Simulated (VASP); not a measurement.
Data:

BaHfO₃ is taken in the cubic space group Pm-3m (No. 221), the cubic perovskite structure, Pearson symbol cP5. Conventional cell: a = 4.237 Å, b = 4.237 Å, c = 4.237 Å, α = 90.00°, β = 90.00°, γ = 90.00°. Ba on 1a sees 12 O at 2.996 Å (cuboctahedral). Hf on 1b is surrounded by 6 O at 2.118 Å (octahedral). O on 3c has 2 Hf at 2.118 Å and 4 Ba at 2.996 Å (octahedral). (Neighbours: up to the widest gap in distance over summed covalent radii, below 1.35, at either atom; cation-cation and far metal-metal contacts left out.)

Level of theory: RPBE GGA, VASP's PBE PAW potentials (set 64) (plane waves; VASP). Numerical set-up: 520 eV cut-off, 5×5×5 Γ-centred mesh, Gaussian smearing of 0.050 eV, potentials Ba_sv Hf_pv O.

Problem. Give the energy at these volumes per atom, relative to the lowest: 14.29, 14.74, 15.20, 15.65, 16.11 Å³.

Solution. 28.7, 6.9, 0.0, 5.7, 22.0 meV/atom. A third-order Birch-Murnaghan fit gives B0 = 146 GPa and B0′ = 4.4.

Measured: a 4.171 Å (computed value off by +1.6 %), as given by Zhao et al., (2008), arXiv:0809.3506. The calculation is for a static lattice, while the measured a holds thermal and zero-point effects, which are part of the difference.

The compound is BaHfO3 in the cubic perovskite structure. It was relaxed first.
